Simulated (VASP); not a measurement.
Set up this calculation in VASP 6.6.1, as the native input.

```
Task                   : single point
Functional             : PBEsol
Potentials or basis    : VASP PAW PBE potentials, release 64 (Cd, Ag)
Cutoff                 : 520 eV
k mesh                 : 7 × 7 × 1
Occupations            : fermi-dirac, width 0.05 eV
Spin                   : no spin polarisation
Dipole correction      : yes
Further INCAR settings : ALGO = Fast; EDIFF = 1e-06; NBANDS = 18
```

The structure of CdAg lies in POSCAR:

```
CdAg
1.0
    3.9055300000      0.0000000000      0.0000000000
    0.0000000000      3.9055300000      0.0000000000
    0.0000000000      0.0000000000     23.8000000000
Cd Ag
1 1
Direct
    0.0000000000      0.0000000000      0.2941200000
    0.5000000000      0.5000000000      0.2941200000
```

The cell was built by a generator and needn't be a form met in nature.

These files were run (other wordings do the same):

INCAR

```
  PREC = Accurate
  ENCUT = 520
  EDIFF = 1E-6
  ISMEAR = -1
  SIGMA = 0.05
  LREAL = F
  LASPH = T
  NELM = 100
  ALGO = Fast
  ISIF = 2
  LWAVE = F
  LCHARG = F
  LDIPOL = T
  IDIPOL = 3
  DIPOL = 0.5 0.5 0.294
  GGA = PS
  NBANDS = 18
```

KPOINTS

```
regular mesh
0
Gamma
  7 7 1
```

Potentials or basis: VASP PAW PBE potentials, release 64 (Cd, Ag).

Launch:

```bash
$ cat potpaw_PBE.64/Cd/POTCAR potpaw_PBE.64/Ag/POTCAR > POTCAR
$ mpirun -np 1 vasp_std > vasp.out
```

It gave:

```
Band gap on the k mesh : none (metal or under the smearing width)
```

It took 57 s on 1 thread of AMD EPYC 9R45 96-Core Processor (Zen 5), on a shared host, peak memory 0.4 GiB.
